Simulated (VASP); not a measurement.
An input for Ansatz (written as the equivalent of a VASP run, and not itself run):

Ansatz 0.2 input:
```yaml
crystal:
  lattice:
    - [-2.2839820, 2.2839820, 1.2761258]
    - [2.2839820, -2.2839820, 1.2761258]
    - [2.2839820, 2.2839820, -1.2761258]
  atoms:
    - { symbol: V, position: [0.7500000, 0.2500000, 0.5000000] }
    - { symbol: V, position: [0.0000000, 0.0000000, 0.0000000] }
kpoints:
  mp_grid: { grid: [18, 18, 18] }
hamiltonian:
  xc: pbesol
  pseudopotentials: { kind: paw }
scf:
  occupations: { method: tetrahedron }
  max_iter: 100
output: { forces: true, stress: true, eigenvalues: true }
```

Problem. Translate this input to VASP (INCAR, KPOINTS, POSCAR, choice of POTCAR).

Solution. This is not unique; one that fits is 
**INCAR**
```
! general
SYSTEM  = V
PREC    = Accurate
ENCUT   = 400
LREAL   = .FALSE.
LASPH   = .TRUE.   ! aspherical one-centre terms

! electronic loop
EDIFF   = 1E-7   ! SCF stop (eV)
NELM    = 100   ! most electronic steps
ALGO    = Normal   ! blocked Davidson
LMAXMIX = 4   ! l cut-off of mixed one-centre charges

! smearing
ISMEAR  = -5

! functional
GGA     = PS   ! PBEsol

! ions
ISIF    = 2   ! forces and stress, cell fixed

! output
LWAVE   = .FALSE.
LCHARG  = .TRUE.
LORBIT  = 11
NEDOS   = 601   ! DOS grid
```

**POSCAR**
```
V
1.0
 -2.2839820381   2.2839820381   1.2761257586
  2.2839820381  -2.2839820381   1.2761257586
  2.2839820381   2.2839820381  -1.2761257586
V
2
Direct
  0.7500000000   0.2500000000   0.5000000000
  0.0000000000   0.0000000000   0.0000000000
```

KPOINTS:
```
Automatic mesh
0
Gamma
18 18 18
0 0 0
```

POTCAR, in this order: V_sv (PBE.64 set). Program: vasp_std.

The two are equivalent in intent, not identical: each code has its own PAW files, so the cut-off isn't converted (ENCUT is set for VASP's; basis.ecutwfc is left out, and Ansatz then takes the one that its files recommend); Ansatz stops its SCF on the density residual and VASP on the energy change (EDIFF).

The structure was generated: V was put into the beta-Sn type (I4_1/amd), which need not be its known phase. It was relaxed first, which changed the volume by -8 %.
